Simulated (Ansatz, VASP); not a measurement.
# Cross-check of CsLaTeS between VASP and Ansatz

Aim: how closely do two programs agree when they are given the same cell, functional and k mesh? The cell is generated by rule, not measured, and may not be a known phase. The cell is taken from a series of runs on this material, whose earlier steps may have relaxed, scaled, displaced or heated it; both programs get it as it stands.

Program: Ansatz 0.2.0. Level of theory: plane waves, with VASP 6.6.1 beside it; relaxation of cell and atoms at PBEsol. Results are calculated unless marked as measured.

The structure was built from a prototype and need not be the compound's stable phase.

## (1) Starting point

The structure is trigonal, space group R3m (No. 160). The conventional cell has a = 4.460 Å, b = 4.460 Å, c = 25.154 Å, α = 90.00°, β = 90.00°, γ = 120.00°. Cs has 3 S at 3.59 Å and 3 Te at 3.69 Å nearest. La has 3 S at 2.91 Å and 3 Te at 3.19 Å nearest. Nearest to Te lie 3 La at 3.19 Å and 3 Cs at 3.69 Å. S has 3 La at 2.91 Å and 3 Cs at 3.59 Å nearest. Farther neighbours and most contacts between anions are not listed.

Structure file:

```cif
data_structure
_symmetry_space_group_name_H-M 'R3m:H'
_symmetry_Int_Tables_number 160
_cell_length_a 4.4598
_cell_length_b 4.4598
_cell_length_c 25.1536
_cell_angle_alpha 90.000
_cell_angle_beta 90.000
_cell_angle_gamma 120.000
_cell_volume 433.27
loop_
_atom_site_label
_atom_site_type_symbol
_atom_site_symmetry_multiplicity
_atom_site_Wyckoff_symbol
_atom_site_fract_x
_atom_site_fract_y
_atom_site_fract_z
_atom_site_occupancy
Cs1 Cs 3 a 0.66667 0.33333 0.32854 1
La1 La 3 a 0.33333 0.66667 0.17546 1
Te1 Te 3 a 0.66667 0.33333 0.10033 1
S1 S 3 a 0.00000 0.00000 0.22900 1
```

## (2) Ansatz: relaxation of cell and atoms, PBEsol

Ansatz runs on norm-conserving files, of PseudoDojo where its log says so.

The relaxed volume is the usual yardstick between codes: in a stiff, nearly cubic crystal its relative difference is about their pressure difference at one cell divided by the bulk modulus.

File input.yaml:

```yaml
crystal:
  lattice:
    - [2.2298972398, 1.287430072, 8.3845242153]
    - [-2.2298972398, 1.287430072, 8.3845242153]
    - [0.0, -2.574865243, 8.3845234323]
  atoms:
    - { symbol: Cs, position: [0.0047897716, 0.0047897716, 0.0047897716] }
    - { symbol: La, position: [0.4912051926, 0.4912051926, 0.4912051926] }
    - { symbol: Te, position: [0.2330027178, 0.2330027178, 0.2330027178] }
    - { symbol: S, position: [0.771002318, 0.771002318, 0.771002318] }
kpoints:
  mp_grid: { grid: [6, 6, 6] }
hamiltonian:
  xc: pbesol
  pseudopotentials: { kind: nc, accuracy: standard }
scf:
  occupations: { method: fixed }
output:
  forces: true
  stress: true
  eigenvalues: true
relax:
  adjacent_minimum: "off"
  f_tol: 0.001
  max_steps: 60
  cell: { stress_tol: 0.01 }
```

Run with:

```
$ ansatz run input.yaml --threads 8 --pin off --max-ram 14336MiB --backend cpu --events-out ev --progress --plain --runs-dir out
```

Numbers of over 12 decimals in the logs are rounded to 6 here.

Output:

```text
basis.fft_grid_basis auto: the FFT boxes are laid along the combinations [[1, 0, -1], [0, 1, -1], [0, 0, 1]] of the cell's own vectors, 4.460, 4.460 and 8.771 Å long. The dense box has 60×60×120 points. Along the cell's own vectors, as sized, it would have 120×120×120, 4.00 times as many. Of the 6 symmetry operations that the crystal satisfies within crystal.symmetry.tolerance (time reversal apart; of a slab, those t [...]
Engine: ansatz 0.2.0, aarch64-unknown-linux-gnu
Pseudopotentials: kind: nc
Pseudopotential: Cs, nc, valence charge 9, recommended cutoff 680.284656 eV (normal), Cs.nc.azcp (PseudoDojo's, or run here from an input of PseudoDojo's; its table is named by hamiltonian.pseudopotentials.accuracy)
Pseudopotential: La, nc, valence charge 11, recommended cutoff 1496.626244 eV (normal), La.nc.azcp (PseudoDojo's, or run here from an input of PseudoDojo's; its table is named by hamiltonian.pseudopotentials.accuracy)
Pseudopotential: Te, nc, valence charge 16, recommended cutoff 1120 eV (normal), Te.nc.azcp (PseudoDojo's, or run here from an input of PseudoDojo's; its table is named by hamiltonian.pseudopotentials.accuracy)
Pseudopotential: S, nc, valence charge 6, recommended cutoff 707.496042 eV (normal), S.nc.azcp (PseudoDojo's, or run here from an input of PseudoDojo's; its table is named by hamiltonian.pseudopotentials.accuracy)
Functional definition: PBEsol
  exchange = pbesol_x
  correlation = pbesol_c
Crystal: 4 atoms, lattice volume = 144.424 Å³
Basis set: ecut = 1496.626244 eV, 18953 PW (Γ), FFT grids on a1−a3, a2−a3, a3, exchange–correlation on 120×120×240 points (8 copies of the dense FFT grid, shifted against one another)
Bands: 26, of which v1, the nominal top of the filled ones, is band 21 counted from 1 (20 counted from 0)
Symmetry: 6 space group operations
Space group: R3m (ITA 160), of the structure as read, at distance tolerance 5.2e-5 Å
k-points: 32 of 216 (time reversal used)
Non-local potential: Cs, projectors of the file, l = 0: 2, l = 1: 2, l = 2: 2, l = 3: 2
Non-local potential: La, projectors of the file, l = 0: 2, l = 1: 2, l = 2: 2, l = 3: 2
Non-local potential: Te, projectors of the file, l = 0: 3, l = 1: 2, l = 2: 2, l = 3: 2
Non-local potential: S, projectors of the file, l = 0: 2, l = 1: 2, l = 2: 2
Initial density: superposition of atomic densities (chi_scale 0.1, normalization cell, long waves kept (reshape's long-wave potential 0.07 eV rms))
Initial wavefunctions: pseudopotential atomic-orbital guess
Functional: x = pbesol(κ = 0.804, μ = 0.123457), c = pbesol(β = 0.046)
SCF iter   1: F=—  HF=-4745.134693 eV  |F-HF|=—  |Δ(HF+E_count)|=         —  Δρ=3.23e-2  dr2=2.72e0  ethr=3.10e-3  ⟨swp⟩=17.4  Hψ=8290  notcnv=0  defer=136
preconditioner: auto → Resta (q_TF=auto, 2.221 Å⁻¹)  ε∞=5.0  [insulator: Δε(μ)=1.039 eV  Ē_g=7.210 eV  n_scr=28 (ndim 8)  ℏωp=14.5 eV  f_vac=0.000  ε∞_Penn≈5.0]
SCF iter   2: F=—  HF=-4744.428724 eV  |F-HF|=—  |Δ(HF+E_count)|=   7.06e-1  Δρ=1.24e-2  dr2=3.45e-1  ethr=3.10e-3  ⟨swp⟩=7.6  Hψ=2455  notcnv=0  defer=99
SCF iter   3: F=—  HF=-4744.366179 eV  |F-HF|=—  |Δ(HF+E_count)|=   6.25e-2  Δρ=4.87e-3  dr2=5.47e-2  ethr=8.22e-4  ⟨swp⟩=6.1  Hψ=2074  notcnv=0  defer=114
SCF iter   4: F=—  HF=-4744.370728 eV  |F-HF|=—  |Δ(HF+E_count)|=   4.55e-3  Δρ=1.51e-3  dr2=5.26e-3  ethr=1.30e-4  ⟨swp⟩=6.4  Hψ=1683  notcnv=0  defer=135
SCF iter   5: F=—  HF=-4744.374441 eV  |F-HF|=—  |Δ(HF+E_count)|=   3.71e-3  Δρ=4.48e-4  dr2=3.59e-4  ethr=1.25e-5  ⟨swp⟩=6.5  Hψ=2181  notcnv=0  defer=151
SCF iter   6: F=—  HF=-4744.374818 eV  |F-HF|=—  |Δ(HF+E_count)|=   3.77e-4  Δρ=2.17e-4  dr2=5.76e-5  ethr=8.55e-7  ⟨swp⟩=6.0  Hψ=1954  notcnv=0  defer=134
SCF iter   7: F=—  HF=-4744.374749 eV  |F-HF|=—  |Δ(HF+E_count)|=   6.86e-5  Δρ=4.46e-5  dr2=4.88e-6  ethr=1.37e-7  ⟨swp⟩=4.9  Hψ=1848  notcnv=0  defer=120
SCF iter   8: F=—  HF=-4744.374756 eV  |F-HF|=—  |Δ(HF+E_count)|=   7.01e-6  Δρ=1.52e-5  dr2=5.56e-7  ethr=1.16e-8  ⟨swp⟩=6.1  Hψ=2368  notcnv=0  defer=116
SCF iter   9: F=-4744.374756 eV  HF=-4744.374756 eV  |F-HF|=2.59e-8  |Δ(HF+E_count)|=   3.80e-7  Δρ=5.12e-6  dr2=6.10e-8  ethr=2.38e-10  ⟨swp⟩=48.0  Hψ=15703  notcnv=0
SCF 1 converged in 9 iterations: F = -4744.374756 eV  dr2 = 6.10e-8
relax step   1: F+E_penalty+E_count = -4744.37475645 eV  Δ(F+E_penalty+E_count) = +0.000e0 eV  max|allowed force component| = 1.387e-3 eV/Å  Δτ_max = 0.0000 Å  P = -0.001 GPa  Ω = 144.424 Å³  (9 SCF iters, dr2 threshold 1.00e-7 eV, accepted)
[...]
relax step   2: F+E_penalty+E_count = -4744.37475701 eV  Δ(F+E_penalty+E_count) = -5.559e-7 eV  max|allowed force component| = 1.757e-3 eV/Å  Δτ_max = 0.0003 Å  P = -0.002 GPa  Ω = 144.418 Å³  energy of the carried Pulay correction = +1.995e-7 eV  (6 SCF iters, dr2 threshold 1.20e-10 eV, accepted)
[...]
relax step   3: F+E_penalty+E_count = -4744.37475737 eV  Δ(F+E_penalty+E_count) = -3.640e-7 eV  max|allowed force component| = 4.643e-4 eV/Å  Δτ_max = 0.0001 Å  P = -0.001 GPa  Ω = 144.414 Å³  energy of the carried Pulay correction = +3.363e-7 eV  (4 SCF iters, dr2 threshold 1.93e-10 eV, accepted)
[...]
relax step   4: F+E_penalty+E_count = -4744.37475699 eV  Δ(F+E_penalty+E_count) = +3.868e-7 eV  max|allowed force component| = 4.643e-4 eV/Å  Δτ_max = 0.0000 Å  P = -0.001 GPa  Ω = 144.414 Å³  stress off target by 1.26e-3 GPa  SCF on the basis re-selected at this cell (its energy is not comparable with the rows above)  (13 SCF iters)
basis re-selected at this cell: Δ(F+E_penalty+E_count) = +3.868e-7 eV, ΔP = -0.000 GPa vs the last step (what re-selecting the basis moved, of the pressure what is left beyond the Pulay correction that the steps carried, after the strain that the cell walked since its last selection, with what the two solves' SCF thresholds leave and, on support functions, any second-order correction that the steps lacked; it is no m [...]
SCF converged after 13 iterations
Free energy (F): -4744.374757 eV
Harris-Foulkes:  -4744.374757 eV  (|F-HF|=1.82e-12)
Internal energy: -4744.374757 eV  (E = F + TS)
E sigma→0 (E₀):  -4744.374757 eV
Fermi energy:    6.827826 eV
--- Per-component energies (eV) ---
  E_band       = -371.128782
  E_kinetic    = 2028.037320
  E_local      = -3540.698767  (includes V_loc(G=0)·N_el)
  E_nonlocal   = -572.696753
  E_hartree    = 1251.585808
  E_xc         = -1162.330135
  E_vxc        = -788.942210  (∫ρ·V_xc dr)
  E_ewald      = -2748.272230
  E_smearing   = -0.000000  (= −TS)
  E_closure    = -0.000000  (closes the sum)
  Σ components = -4744.374757   (vs F -4744.374757, Δ=0.00e0)
--- Forces (eV/Å), atoms counted from 1 ---
  atom   1  Cs     0.00000000    -0.00000000     0.00030535
  atom   2  La    -0.00000000    -0.00000000     0.00045540
  atom   3  Te     0.00000000     0.00000000    -0.00046426
  atom   4  S     -0.00000000     0.00000000    -0.00029624
  max |Σ_I F_I| component: 2.57e-7 eV/Å
--- Stress (GPa, compression-positive) ---
       -0.000477       0.000000       0.000000
        0.000000      -0.000477       0.000000
        0.000000       0.000000      -0.001258
  P = ⅓ Tr σ = -0.0007 GPa (-0.007 kbar)
--- Band table (eV; the first three rows and the last of 32) ---
  k-point 0: bands = [... 17 lower, 4.6580, 6.2251, 6.8278, 6.8278, 9.2136, 9.5110, 9.5110, 9.5223, ... 1 higher]
  k-point 1: bands = [... 17 lower, 4.7567, 5.9224, 6.3183, 6.6271, 9.1082, 9.5368, 9.5725, 9.6667, ... 1 higher]
  k-point 2: bands = [... 17 lower, 4.9128, 5.3826, 6.0978, 6.3765, 8.8827, 9.5327, 9.5566, 9.5762, ... 1 higher]
  k-point 31: bands = [... 17 lower, 4.6828, 5.5407, 6.7425, 6.7425, 9.2050, 9.5790, 9.5790, 9.7167, ... 1 higher]
--- Relaxed structure (3 steps of the walk, 3 accepted, 1 SCFs on fresh bases) ---
  F+E_penalty+E_count = -4744.37475699 eV   max|allowed force component| = 4.643e-4 eV/Å   (the final SCF, on the basis selected at the relaxed cell)
  cell:  # Å, volume = 144.4142 Å³
    - [2.229852, 1.287404, 8.384308]
    - [-2.229852, 1.287404, 8.384308]
    - [0, -2.574813, 8.384308]
  atoms:
    - { symbol: Cs, position: [0.0048036, 0.0048036, 0.0048036] }
    - { symbol: La, position: [0.491198, 0.491198, 0.491198] }
    - { symbol: Te, position: [0.233007, 0.233007, 0.233007] }
    - { symbol: S, position: [0.770991, 0.770991, 0.770991] }
```

In the SCF lines HF is the Harris–Foulkes energy and dr2 the Hartree energy of the density residual, in eV; the loop may stop once dr2 is under the threshold and the program's other checks hold. Hψ counts applications of the Hamiltonian.

[end of part 1 of 2]

[Lines on the potential files, build, host, timing and source positions are cut from VASP's logs without a mark.]

[Logs are printed without paths, hosts, clocks, repeated set-up lines and the standing remarks that a program may print on its own settings, such as how far it seeks lower states.]

[Hosts, paths, dates, database ids (printed as entryN), source tags and the programs' standing remarks are cut or masked in the printed files.]
